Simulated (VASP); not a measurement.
Energy against volume of TiAl (L1_0). All values below come from PBE GGA, VASP's PBE PAW potentials (set 64) (plane waves; VASP). Run with 520 eV cut-off, 13×13×9 Γ-centred mesh, first-order Methfessel-Paxton smearing of 0.10 eV, potentials Ti_sv Al.

Shape and ions are relaxed at each volume.

```csv
V (Å³/atom),E (eV/atom)
15.252,-6.17153
15.738,-6.18916
16.225,-6.19475
16.712,-6.18994
```

Task: Fit these four points and predict the energy of the run at 17.199 Å³/atom.

Result: A cubic in V^(−2/3), the third-order Birch-Murnaghan form, passes through the four points with V0 = 16.23 Å³/atom and B0 = 114 GPa, and gives -6.1762 eV/atom there. The run gave -6.1761 eV/atom, +0.0 meV/atom from the fit; all five points give B0 = 114 GPa.

The compound is TiAl in the L1_0 structure. It was relaxed first.
